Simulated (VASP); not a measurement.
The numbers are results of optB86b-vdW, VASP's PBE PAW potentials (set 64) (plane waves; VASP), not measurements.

VASP input:

### POSCAR
```
Al
2.820810
  0.0000000000   0.7071068578   0.7071068578
  0.7071068578   0.0000000000   0.7071068578
  0.7071068578   0.7071068578   0.0000000000
Al
1
Cart
  0.0000000000   0.0000000000   0.0000000000
```

### INCAR
```
# general
SYSTEM   = Al
PREC     = Accurate
ENCUT    = 520
LREAL    = F
LASPH    = T   # aspherical one-centre terms

# electronic loop
EDIFF    = 1E-7
NELM     = 100   # most electronic steps
ALGO     = Normal   # blocked Davidson

# smearing
ISMEAR   = 1   # Methfessel-Paxton
SIGMA    = 0.1   # width (eV)

# functional
GGA      = MK
LUSE_VDW = T
AGGAC    = 0.0
PARAM1   = 0.1234
PARAM2   = 1.0

# ions
ISIF     = 2   # forces and stress, cell fixed

# output
LWAVE    = F
LCHARG   = F
```

### KPOINTS
```
Automatic mesh
0
Gamma
16 16 16
0 0 0
```

POTCAR, in this order: Al (PBE.64 set). Program: vasp_std.

The resulting files:

### OUTCAR
```
 ion  position               nearest neighbor table
   1  0.000  0.000  0.000-
  LATTYP: Found a face centered cubic cell.
 ALAT       =     3.9892281912
 Subroutine PRICEL returns:
 Original cell was already a primitive cell.
 Subroutine GETGRP returns: Found 48 space group operations
The static configuration has the point symmetry O_h .
The dynamic configuration has the point symmetry O_h .
 Subroutine INISYM returns: Found 48 space group operations
 Subroutine IBZKPT returns following result:
 Found    145 irreducible k-points:

 Following reciprocal coordinates:
            Coordinates               Weight
  0.000000  0.000000  0.000000      1.000000
  0.062500  0.000000  0.000000      8.000000
  0.125000  0.000000  0.000000      8.000000
  0.187500  0.000000  0.000000      8.000000
  0.250000  0.000000  0.000000      8.000000
  0.312500  0.000000  0.000000      8.000000
  0.375000  0.000000  0.000000      8.000000
  0.437500  0.000000  0.000000      8.000000
  0.500000  0.000000  0.000000      4.000000
  0.062500  0.062500  0.000000      6.000000
...
```

### OSZICAR
```
       N       E                     dE             d eps       ncg     rms          rms(c)
DAV:   1    -0.150598397985E+00   -0.15060E+00   -0.85034E+02  1505   0.325E+02
DAV:   2    -0.250169646600E+01   -0.23511E+01   -0.22123E+01  1905   0.326E+01
DAV:   3    -0.252075919867E+01   -0.19063E-01   -0.19067E-01  1970   0.349E+00
DAV:   4    -0.252081483667E+01   -0.55638E-04   -0.55638E-04  1950   0.183E-01
DAV:   5    -0.252081511725E+01   -0.28058E-06   -0.28092E-06  1905   0.108E-02    0.128E+00
DAV:   6    -0.251372733831E+01    0.70878E-02   -0.12928E-03  1715   0.337E-01    0.759E-01
DAV:   7    -0.250854850512E+01    0.51788E-02   -0.34759E-03  1640   0.573E-01    0.134E-01
DAV:   8    -0.250855953308E+01   -0.11028E-04   -0.37538E-05  2160   0.539E-02    0.218E-02
DAV:   9    -0.250855972426E+01   -0.19118E-06   -0.40424E-07  1810   0.555E-03    0.218E-03
DAV:  10    -0.250855954516E+01    0.17909E-06   -0.22634E-08  1395   0.144E-03    0.131E-03
DAV:  11    -0.250855951427E+01    0.30888E-07   -0.10068E-09   980   0.312E-04
   1 F= -.25085595E+01 E0= -.25086959E+01  d E =0.409061E-03
```

OUTCAR:
```
------------------------ aborting loop because EDIFF is reached ----------------------------------------
  FORCE on cell =-STRESS in cart. coord.  units (eV):
  Direction    XX          YY          ZZ          XY          YZ          ZX
  --------------------------------------------------------------------------------------
  Total        0.2806395      0.2806395      0.2806395     -0.0000000     -0.0000000      0.0000000
  in kB       28.3304057     28.3304057     28.3304057     -0.0000000     -0.0000000      0.0000000
  external PRESSURE =      28.3304057 kB  Pullay stress =       0.0000000 kB
  volume of cell :       15.87
      direct lattice vectors                 reciprocal lattice vectors
     0.000000000  1.994614096  1.994614096    -0.250675056  0.250675056  0.250675056
     1.994614096  0.000000000  1.994614096     0.250675056 -0.250675056  0.250675056
     1.994614096  1.994614096  0.000000000     0.250675056  0.250675056 -0.250675056
 POSITION                                       TOTAL-FORCE (eV/Angst)
 -----------------------------------------------------------------------------------
      0.00000      0.00000      0.00000        -0.000000     -0.000000     -0.000000
 -----------------------------------------------------------------------------------
    total drift:                               -0.000000      0.000000     -0.000000
  FREE ENERGIE OF THE ION-ELECTRON SYSTEM (eV)
  ---------------------------------------------------
  free  energy   TOTEN  =        -2.5085595143 eV

  energy  without entropy=       -2.5089685753  energy(sigma->0) =       -2.50869587
```
(Selected blocks of OUTCAR.)

The compound is Al in the fcc structure. This cell is one point of a volume scan, at 0.97 of the reference volume.
